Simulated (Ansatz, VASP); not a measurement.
# Ta27Cu52N27 (Cu(111) on TaN(111), film 6.3 A thick, Ta-terminated TaN): VASP beside Ansatz

Aim: how closely do two programs agree when they are given the same cell, functional and k mesh? The cell is taken from a series of runs on this material, whose earlier steps may have relaxed, scaled, displaced or heated it; both programs get it as it stands.

Method: plane waves, with VASP 6.6.1 beside it; single point at PBE, in Ansatz 0.2.0.

## 1. The structure

The cell holds 106 atoms: 27 N, 27 Ta and 52 Cu. Cell: a = 9.376 Å, b = 9.376 Å, c = 28.876 Å, α = 90.0°, β = 90.0°, γ = 120.0°. It derives from TaN. As first built, before any earlier steps moved the atoms (in the runner's words): Cu(111) slab, 4 repeats (6.3 A between outer planes), strained in the plane by up to 1.2 % to a cell of 76 A^2 of TaN(111) (3 repeats), Ta-terminated TaN;, lowest layers held; starting gap 2.2 A. Of 4 lateral registries the lowest after a short relaxation was kept. Relaxed with the MACE-MP-0b2 potential. Lattice constants are starting values near those of PBE. Vacuum lies along c.

## 2. VASP: single point, PBE

A single point gives forces, pressure and levels at one fixed geometry, so differences don't come from the geometry; what else differs is listed under the comparison.

Lines of VASP's logs that name or quote its potential files are left out, and so is its time.

File INCAR:

```
SYSTEM = Ta27Cu52N27
PREC = Accurate
ENCUT = 520
EDIFF = 1E-06
NELM = 120
ISMEAR = -1
SIGMA = 0.1
LREAL = Auto
ALGO = Normal
GGA = PE
NBANDS = 582
LASPH = .TRUE.
LORBIT = 11
LWAVE = .FALSE.
LCHARG = .FALSE.
ISIF = 2
GGA_COMPAT = .FALSE.
```

File POSCAR:

```
Ta27Cu52N27
1.0
    9.3762400000      0.0000000000      0.0000000000
   -4.6881200000      8.1200600000      0.0000000000
    0.0000000000      0.0000000000     28.8757300000
N Ta Cu
27 27 52
Direct
    0.6673900000      0.0012300000      0.2417300000
    0.4438000000      0.2237000000      0.3310200000
    0.5634600000      0.1174600000      0.4182900000
    0.3349300000      0.0001100000      0.2417400000
    0.1064200000      0.2112700000      0.3317400000
    0.2260200000      0.1166300000      0.4184500000
    0.0055800000      0.0022500000      0.2422300000
    0.7748900000      0.2222000000      0.3307000000
    0.9015700000      0.1249000000      0.4222000000
    0.6652300000      0.3337800000      0.2414100000
    0.4501600000      0.5564200000      0.3308400000
    0.5486600000      0.4400700000      0.4184000000
    0.3362100000      0.3332000000      0.2429700000
    0.1126800000      0.5547000000      0.3300300000
    0.2136000000      0.4423000000      0.4256600000
    0.0003400000      0.3338000000      0.2425600000
    0.7765100000      0.5551300000      0.3301400000
    0.9017400000      0.4419600000      0.4253700000
    0.6665400000      0.6660700000      0.2438300000
    0.4445000000      0.8898500000      0.3340000000
    0.5457000000      0.7694600000      0.4205100000
    0.3360300000      0.6691900000      0.2419500000
    0.1172200000      0.8900900000      0.3340300000
    0.2138500000      0.7628600000      0.4220100000
    0.9994900000      0.6654800000      0.2423600000
    0.7782800000      0.8894100000      0.3304400000
    0.8944100000      0.7675700000      0.4223500000
    0.5565200000      0.1100800000      0.2855100000
    0.6742200000      0.9979900000      0.3774800000
    0.4464300000      0.2198400000      0.4611200000
[... 70 atom lines left out ...]
    0.8267000000      0.7515700000      0.6823400000
    0.8757900000      0.6234200000      0.7564600000
    0.9601800000      0.9567700000      0.5348200000
    0.7752900000      0.8798100000      0.6088800000
    0.9022300000      0.0589600000      0.6825900000
    0.9531000000      0.9299300000      0.7546900000
```

File KPOINTS:

```
Automatic mesh
0
Gamma
2 2 1
0 0 0
```

Potentials, in the order of the species: N, Ta_pv and Cu (PBE family, release 64).

The run is started by

```sh
> export OMP_NUM_THREADS=4
> mpirun -np 1 vasp_std
```

Numbers of over 12 decimals in the logs are rounded to 6 here.

What it wrote:

```text
[banner, memory and clock lines left out]
running    1 mpi-ranks, on    1 nodes
[...]
Offloading initialized ...    1 GPUs detected
[...]
LDA part: xc-table for (Slater+PW92), standard interpolation
 POSCAR, INCAR and KPOINTS ok, starting setup
[...]
entering main loop
       N       E                     dE             d eps       ncg     rms          rms(c)
DAV:   1     0.136718261274E+05    0.13672E+05   -0.44510E+05  4720   0.218E+03
DAV:   2     0.235019112057E+04   -0.11322E+05   -0.10873E+05  4656   0.617E+02
DAV:   3    -0.271251161070E+03   -0.26214E+04   -0.24174E+04  5264   0.299E+02
DAV:   4    -0.844854501595E+03   -0.57360E+03   -0.52687E+03  7352   0.133E+02
[...]
DAV:  48    -0.763775370693E+03   -0.68148E-05   -0.56664E-07  2976   0.504E-03    0.215E-03
DAV:  49    -0.763775374018E+03   -0.33246E-05   -0.30577E-07  2792   0.373E-03    0.106E-03
DAV:  50    -0.763775374725E+03   -0.70734E-06   -0.33511E-07  2520   0.180E-03
   1 F= -.76377537E+03 E0= -.76317507E+03  d E =-.120060E+01
```

Parts of OUTCAR (step 2):

```text
  FREE ENERGIE OF THE ION-ELECTRON SYSTEM (eV)
  ---------------------------------------------------
  free  energy   TOTEN  =      -763.7753747252 eV

  energy  without entropy=     -762.5747705080  energy(sigma->0) =     -763.17507262
```

## 3. Ansatz: single point, PBE

Ansatz runs on its default PAW (the set named soft_2) files.

The same cell, functional, mesh and smearing now go to Ansatz, which takes its cutoff from its data sets.

File input.yaml:

```yaml
crystal:
  lattice:
    - [9.37624, 0.0, 0.0]
    - [-4.68812, 8.12006, 0.0]
    - [0.0, 0.0, 28.87573]
  atoms:
    - { symbol: "N", position: [0.66739, 0.00123, 0.24173] }
    - { symbol: Ta, position: [0.55652, 0.11008, 0.28551] }
    - { symbol: "N", position: [0.4438, 0.2237, 0.33102] }
    - { symbol: Ta, position: [0.67422, 0.99799, 0.37748] }
    - { symbol: "N", position: [0.56346, 0.11746, 0.41829] }
    - { symbol: Ta, position: [0.44643, 0.21984, 0.46112] }
    - { symbol: "N", position: [0.33493, 0.00011, 0.24174] }
    - { symbol: Ta, position: [0.22254, 0.1115, 0.28577] }
    - { symbol: "N", position: [0.10642, 0.21127, 0.33174] }
    - { symbol: Ta, position: [0.33215, 0.99212, 0.38201] }
    - { symbol: "N", position: [0.22602, 0.11663, 0.41845] }
    - { symbol: Ta, position: [0.12014, 0.21803, 0.46402] }
    - { symbol: "N", position: [0.00558, 0.00225, 0.24223] }
    - { symbol: Ta, position: [0.88918, 0.10829, 0.28696] }
    - { symbol: "N", position: [0.77489, 0.2222, 0.3307] }
    - { symbol: Ta, position: [0.99475, 0.99386, 0.3778] }
    - { symbol: "N", position: [0.90157, 0.1249, 0.4222] }
    - { symbol: Ta, position: [0.77256, 0.21419, 0.46328] }
    - { symbol: "N", position: [0.66523, 0.33378, 0.24141] }
    - { symbol: Ta, position: [0.55737, 0.4457, 0.28681] }
    - { symbol: "N", position: [0.45016, 0.55642, 0.33084] }
    - { symbol: Ta, position: [0.67949, 0.34433, 0.37748] }
    - { symbol: "N", position: [0.54866, 0.44007, 0.4184] }
    - { symbol: Ta, position: [0.44723, 0.55054, 0.46312] }
    - { symbol: "N", position: [0.33621, 0.3332, 0.24297] }
    - { symbol: Ta, position: [0.22115, 0.44221, 0.2869] }
    - { symbol: "N", position: [0.11268, 0.5547, 0.33003] }
    - { symbol: Ta, position: [0.3256, 0.34149, 0.37526] }
    - { symbol: "N", position: [0.2136, 0.4423, 0.42566] }
    - { symbol: Ta, position: [0.11879, 0.56221, 0.46963] }
    - { symbol: "N", position: [0.00034, 0.3338, 0.24256] }
    - { symbol: Ta, position: [0.88927, 0.4468, 0.28697] }
    - { symbol: "N", position: [0.77651, 0.55513, 0.33014] }
    - { symbol: Ta, position: [0.00448, 0.33678, 0.37546] }
    - { symbol: "N", position: [0.90174, 0.44196, 0.42537] }
    - { symbol: Ta, position: [0.77081, 0.54503, 0.46136] }
    - { symbol: "N", position: [0.66654, 0.66607, 0.24383] }
    - { symbol: Ta, position: [0.55439, 0.77363, 0.28631] }
    - { symbol: "N", position: [0.4445, 0.88985, 0.334] }
    - { symbol: Ta, position: [0.67228, 0.66942, 0.37618] }
    - { symbol: "N", position: [0.5457, 0.76946, 0.42051] }
    - { symbol: Ta, position: [0.44546, 0.89248, 0.46092] }
    - { symbol: "N", position: [0.33603, 0.66919, 0.24195] }
    - { symbol: Ta, position: [0.21931, 0.78034, 0.28632] }
    - { symbol: "N", position: [0.11722, 0.89009, 0.33403] }
    - { symbol: Ta, position: [0.32588, 0.65256, 0.37657] }
    - { symbol: "N", position: [0.21385, 0.76286, 0.42201] }
    - { symbol: Ta, position: [0.11513, 0.89403, 0.4618] }
    - { symbol: "N", position: [0.99949, 0.66548, 0.24236] }
    - { symbol: Ta, position: [0.892, 0.78123, 0.28768] }
    - { symbol: "N", position: [0.77828, 0.88941, 0.33044] }
    - { symbol: Ta, position: [0.99429, 0.65209, 0.37587] }
    - { symbol: "N", position: [0.89441, 0.76757, 0.42235] }
    - { symbol: Ta, position: [0.7783, 0.88794, 0.45668] }
    - { symbol: Cu, position: [0.97937, 0.2416, 0.53828] }
    - { symbol: Cu, position: [0.83788, 0.18607, 0.61272] }
    - { symbol: Cu, position: [0.97617, 0.36398, 0.68747] }
    - { symbol: Cu, position: [0.03024, 0.23596, 0.75675] }
    - { symbol: Cu, position: [0.10699, 0.54273, 0.55559] }
    - { symbol: Cu, position: [0.92553, 0.49998, 0.61897] }
    - { symbol: Cu, position: [0.05825, 0.67816, 0.68711] }
    - { symbol: Cu, position: [0.10815, 0.54609, 0.75764] }
    - { symbol: Cu, position: [0.24077, 0.854, 0.53971] }
    - { symbol: Cu, position: [0.01734, 0.81543, 0.61182] }
    - { symbol: Cu, position: [0.13507, 0.98493, 0.68451] }
    - { symbol: Cu, position: [0.18517, 0.85496, 0.75731] }
    - { symbol: Cu, position: [0.26003, 0.13616, 0.53777] }
    - { symbol: Cu, position: [0.08107, 0.11508, 0.60993] }
    - { symbol: Cu, position: [0.212, 0.2866, 0.68696] }
    - { symbol: Cu, position: [0.26145, 0.15977, 0.75787] }
    - { symbol: Cu, position: [0.28636, 0.41651, 0.54117] }
    - { symbol: Cu, position: [0.15407, 0.40829, 0.61916] }
    - { symbol: Cu, position: [0.29032, 0.59623, 0.68701] }
    - { symbol: Cu, position: [0.33987, 0.46872, 0.75728] }
    - { symbol: Cu, position: [0.41395, 0.72491, 0.53706] }
    - { symbol: Cu, position: [0.24482, 0.72852, 0.61815] }
    - { symbol: Cu, position: [0.36677, 0.90776, 0.68656] }
    - { symbol: Cu, position: [0.41784, 0.778, 0.75655] }
    - { symbol: Cu, position: [0.52067, 0.10841, 0.53732] }
    - { symbol: Cu, position: [0.31938, 0.03471, 0.61313] }
    - { symbol: Cu, position: [0.44083, 0.21177, 0.68653] }
    - { symbol: Cu, position: [0.49338, 0.08487, 0.75774] }
    - { symbol: Cu, position: [0.54838, 0.40044, 0.53754] }
    - { symbol: Cu, position: [0.38691, 0.3341, 0.61329] }
    - { symbol: Cu, position: [0.5201, 0.5186, 0.68432] }
    - { symbol: Cu, position: [0.56806, 0.3919, 0.75764] }
    - { symbol: Cu, position: [0.67078, 0.69964, 0.53428] }
    - { symbol: Cu, position: [0.46889, 0.6365, 0.61162] }
    - { symbol: Cu, position: [0.59522, 0.82704, 0.68226] }
    - { symbol: Cu, position: [0.64686, 0.70046, 0.7545] }
    - { symbol: Cu, position: [0.69992, 0.98863, 0.53486] }
    - { symbol: Cu, position: [0.53894, 0.94913, 0.60962] }
    - { symbol: Cu, position: [0.66783, 0.13334, 0.68473] }
    - { symbol: Cu, position: [0.72372, 0.00658, 0.75471] }
    - { symbol: Cu, position: [0.79903, 0.37123, 0.54113] }
    - { symbol: Cu, position: [0.61739, 0.26725, 0.61326] }
    - { symbol: Cu, position: [0.74495, 0.442, 0.68669] }
    - { symbol: Cu, position: [0.79852, 0.31383, 0.75739] }
    - { symbol: Cu, position: [0.93578, 0.6756, 0.5367] }
    - { symbol: Cu, position: [0.706, 0.57427, 0.60942] }
    - { symbol: Cu, position: [0.8267, 0.75157, 0.68234] }
    - { symbol: Cu, position: [0.87579, 0.62342, 0.75646] }
    - { symbol: Cu, position: [0.96018, 0.95677, 0.53482] }
    - { symbol: Cu, position: [0.77529, 0.87981, 0.60888] }
    - { symbol: Cu, position: [0.90223, 0.05896, 0.68259] }
    - { symbol: Cu, position: [0.9531, 0.92993, 0.75469] }
kpoints:
  mp_grid: { grid: [2, 2, 1] }
hamiltonian:
  xc: pbe
scf:
  occupations: { method: fermi_dirac, width: 0.1 }
output:
  forces: true
  populations: true
  dos:
    method: { smearing: { sigma: 0.08 } }
    de: 0.05
    projected:
      site_lists:
        layer_1: [0, 1, 2, 6, 7, 8, 12, 13, 14, 18, 19, 20, 24, 25, 26, 30, 31, 32, 36, 37, 38, 42, 43, 44, 48, 49, 50]
        layer_2: [3, 4, 9, 10, 15, 16, 21, 22, 27, 28, 33, 34, 39, 40, 45, 46, 51, 52]
        layer_3: [5, 11, 17, 23, 29, 35, 41, 47, 53, 54, 62, 66, 70, 74, 78, 82, 86, 90, 94, 98, 102]
        layer_4: [55, 58, 59, 63, 67, 71, 75, 79, 83, 87, 91, 95, 99, 103]
        layer_5: [56, 57, 60, 61, 64, 65, 68, 69, 72, 73, 76, 77, 80, 81, 84, 85, 88, 89, 92, 93, 96, 97, 100, 101, 104, 105]
  eigenvalues: true
  write_density: true
  write_potential: true
  volumetric_format: npy
```

The run is started by

```sh
> ansatz run input.yaml --threads 6 --pin off --max-ram 102400MiB --backend cuda --events-out ev --progress --plain --runs-dir out
```

What it wrote:

```text
Engine: ansatz 0.2.0, x86_64-unknown-linux-gnu
Pseudopotentials: kind: paw
Pseudopotential: N, paw, valence charge 5, recommended cutoff 420 eV (normal), N.paw.azcp
Pseudopotential: Ta, paw, valence charge 13, recommended cutoff 420 eV (normal), Ta.paw.azcp
Pseudopotential: Cu, paw, valence charge 19, recommended cutoff 420 eV (normal), Cu.paw.azcp
Functional definition: PBE
  parameter kappa = 0.804
  parameter beta = 0.066725
  exchange = pbe_x(kappa = kappa, mu = beta*pi^2/3)
  correlation = pbe_c(beta = beta)
GPU FFT provider: cuFFT
GPU libraries: cuBLAS 13.8.2, cuFFT 12.4.0, cuSOLVER 12.3.4
Crystal: 106 atoms, lattice volume = 2198.472 Å³
Basis set: ecut = 420 eV, 43057 PW (Γ), exchange–correlation on 128×128×400 points (8 copies of the dense FFT grid, shifted against one another)
Bands: 885, of which v1, the nominal top of the filled ones, is band 737 counted from 1 (736 counted from 0)
Symmetry: 1 space group operations
Space group: P1 (ITA 1), of the structure as read, at distance tolerance 1.3e-4 Å
k-points: 4
Non-local potential: N, projectors of the file, l = 0: 2, l = 1: 2, l = 2: 1
Non-local potential: Ta, projectors of the file, l = 0: 3, l = 1: 2, l = 2: 2, l = 3: 1
Non-local potential: Cu, projectors of the file, l = 0: 3, l = 1: 2, l = 2: 3, l = 3: 1
PAW form: soft (Blöchl's): semilocal exchange-correlation on the pseudo side does not see the compensation charge
PAW one-centre angular grid: N, 110 points (default); XC on 64 Gauss nodes
PAW one-centre angular grid: Ta, 590 points (default); XC on 64 Gauss nodes
PAW one-centre angular grid: Cu, 590 points (default); XC on 64 Gauss nodes
Initial density: superposition of atomic densities (neutral atoms: chi_scale 0, normalization atom), corrected by the library's trained network
Initial wavefunctions: pseudopotential atomic-orbital guess
GPU buffer pool allocated for 819200 grid points (all kernels)
GPU transforms: local potential and band sums: pruned to the plane-wave sphere, on 64×64×200
Functional: x = pbe(κ = 0.804, μ = 0.219515), c = pbe(β = 0.066725)
SCF iter   1: F=—  HF=-623074.742064 eV  |F-HF|=—  |Δ(HF+E_count)|=         —  Δρ=1.21e-2  dr2=1.05e2  ethr=1.77e-3  ⟨swp⟩=7.0  Hψ=15141  notcnv=0  defer=149
preconditioner: auto → LDOS  [metal: Δε(μ)=0.016 eV  Ē_g=7.024 eV  σ=0.100 eV  W_gap=0.04  n_scr=622 (ndim 8)  ℏωp=23.0 eV  f_vac=0.401  D(μ)=42.04/eV (n_scr^D=226)  β→1.0]
SCF iter   2: F=—  HF=-623073.104949 eV  |F-HF|=—  |Δ(HF+E_count)|=    1.64e0  Δρ=5.17e-3  dr2=1.89e0  ethr=1.77e-3  ⟨swp⟩=1.0  Hψ=4072  notcnv=0  defer=241
SCF iter   3: F=—  HF=-623073.369752 eV  |F-HF|=—  |Δ(HF+E_count)|=   2.65e-1  Δρ=9.74e-3  dr2=1.46e0  ethr=1.28e-4  ⟨swp⟩=2.0  Hψ=6552  notcnv=0  defer=262
SCF iter   4: F=—  HF=-623073.095677 eV  |F-HF|=—  |Δ(HF+E_count)|=   2.74e-1  Δρ=3.29e-3  dr2=2.04e-1  ethr=9.92e-5  ⟨swp⟩=3.0  Hψ=7274  notcnv=0  defer=243
SCF iter   5: F=—  HF=-623073.078086 eV  |F-HF|=—  |Δ(HF+E_count)|=   1.76e-2  Δρ=5.30e-4  dr2=3.99e-3  ethr=1.38e-5  ⟨swp⟩=3.0  Hψ=5627  notcnv=0  defer=243
SCF iter   6: F=—  HF=-623073.085433 eV  |F-HF|=—  |Δ(HF+E_count)|=   7.35e-3  Δρ=2.11e-4  dr2=8.47e-4  ethr=2.70e-7  ⟨swp⟩=3.0  Hψ=7574  notcnv=0  defer=243
SCF iter   7: F=—  HF=-623073.069255 eV  |F-HF|=—  |Δ(HF+E_count)|=   1.62e-2  Δρ=7.99e-5  dr2=1.42e-4  ethr=5.74e-8  ⟨swp⟩=2.2  Hψ=4878  notcnv=0  defer=243
SCF iter   8: F=—  HF=-623073.085895 eV  |F-HF|=—  |Δ(HF+E_count)|=   1.66e-2  Δρ=4.80e-5  dr2=4.13e-5  ethr=9.62e-9  ⟨swp⟩=2.2  Hψ=5391  notcnv=0  defer=243
SCF iter   9: F=—  HF=-623073.085909 eV  |F-HF|=—  |Δ(HF+E_count)|=   1.38e-5  Δρ=1.48e-5  dr2=5.46e-6  ethr=2.80e-9  ⟨swp⟩=2.8  Hψ=5839  notcnv=0  defer=243
SCF iter  10: F=—  HF=-623073.085916 eV  |F-HF|=—  |Δ(HF+E_count)|=   7.35e-6  Δρ=6.46e-6  dr2=7.48e-7  ethr=3.71e-10  ⟨swp⟩=2.8  Hψ=5375  notcnv=0  defer=243
SCF iter  11: F=—  HF=-623073.085917 eV  |F-HF|=—  |Δ(HF+E_count)|=   1.45e-6  Δρ=2.71e-6  dr2=1.30e-7  ethr=5.08e-11  ⟨swp⟩=2.5  Hψ=5975  notcnv=0  defer=243
SCF iter  12: F=-623073.085919 eV  HF=-623073.085918 eV  |F-HF|=5.22e-7  |Δ(HF+E_count)|=   7.35e-7  Δρ=1.24e-6  dr2=2.18e-8  ethr=6.78e-12  ⟨swp⟩=22.2  Hψ=33229  notcnv=0
SCF 1 converged in 12 iterations: F = -623073.085919 eV  dr2 = 2.18e-8
  greatest PAW one-centre occupation: 1.000 electrons in one spin orbital (limit 2), on the Cu atom at site 61 (counted from 0), in its partial waves of l = 0
[...]
--- Löwdin populations: 106 sites ---
  site symbol       q [e]
     0      N      5.5613
     1     Ta     11.8816
     2      N      5.8242
     3     Ta     12.2486
     4      N      5.6781
     5     Ta     12.7248
     6      N      5.5506
     7     Ta     11.8976
     8      N      5.7458
     9     Ta     12.1854
    10      N      5.6839
    11     Ta     12.6499
    12      N      5.5548
    13     Ta     11.9264
    14      N      5.7734
    15     Ta     12.2553
    16      N      5.6868
    17     Ta     12.6477
    18      N      5.5565
    19     Ta     11.8985
    20      N      5.7353
    21     Ta     12.2383
    22      N      5.6914
    23     Ta     12.6721
[...]
98     Cu     18.7103
    99     Cu     18.8429
   100     Cu     18.8310
   101     Cu     18.8729
   102     Cu     18.7077
   103     Cu     18.8336
   104     Cu     18.8316
   105     Cu     18.8767
  spilling = 0.007383 (of n_electrons = 1474.000000)
```

## 4. Comparison

Known differences besides the potentials themselves: the data sets hold 1474 valence electrons in Ansatz (on its default PAW (the set named soft_2) files) and 1004 in VASP; the cutoff is 420 eV in Ansatz and 520 eV in VASP (PREC = Accurate, projectors in real space). Total energies have different zeros and are not compared.

Forces on 10 of the 106 atoms, those with the largest forces and the largest differences (eV/Å; atoms numbered as in POSCAR):

| atom | Ansatz x, y, z | VASP x, y, z |
| --- | --- | --- |
| N4 | 0.016, -0.043, 5.205 | 0.017, -0.042, 5.157 |
| N7 | 0.054, -0.140, 4.800 | 0.054, -0.140, 4.751 |
| N10 | -0.046, -0.386, 5.169 | -0.047, -0.389, 5.122 |
| N19 | -0.125, 0.166, 4.390 | -0.124, 0.167, 4.337 |
| N25 | 0.271, 0.366, 4.777 | 0.273, 0.366, 4.727 |
| Ta28 | 0.443, 0.214, -5.853 | 0.442, 0.211, -5.854 |
| Ta31 | -0.463, 0.437, -5.494 | -0.463, 0.435, -5.492 |
| Ta37 | 0.167, 0.190, -5.532 | 0.170, 0.188, -5.532 |
| Ta46 | -0.166, -0.402, -5.311 | -0.171, -0.402, -5.308 |
| Ta49 | 0.369, -1.042, -5.237 | 0.368, -1.041, -5.238 |

The forces differ by 9.7 meV/Å r.m.s., which is 0.8 % of the r.m.s. force of 1.203 eV/Å (both taken over all components). With vacuum in the cell, a pressure given here is an average over mostly empty space and none of the material.

## 5. Results

```yaml
r_m_s_force_difference_single_point_pbe: 0.81 % of the r.m.s. force
```

**Reading.** The r.m.s. force difference is 0.81 % of the r.m.s. force (single point, PBE), within the 3 % picked in this series as the mark of a large difference. The data sets hold unlike numbers of valence electrons (1474 in Ansatz and 1004 in VASP), so part of the differences comes from the potentials. How closely two codes agree says nothing of how well the functional describes the real material.

[Lines on the potential files, build, host, timing and source positions are cut from VASP's logs without a mark.]

[Logs are printed without paths, hosts, clocks, repeated set-up lines and the standing remarks that a program may print on its own settings, such as how far it seeks lower states.]

[Hosts, paths, dates, database ids (printed as entryN), source tags and the programs' standing remarks are cut or masked in the printed files.]
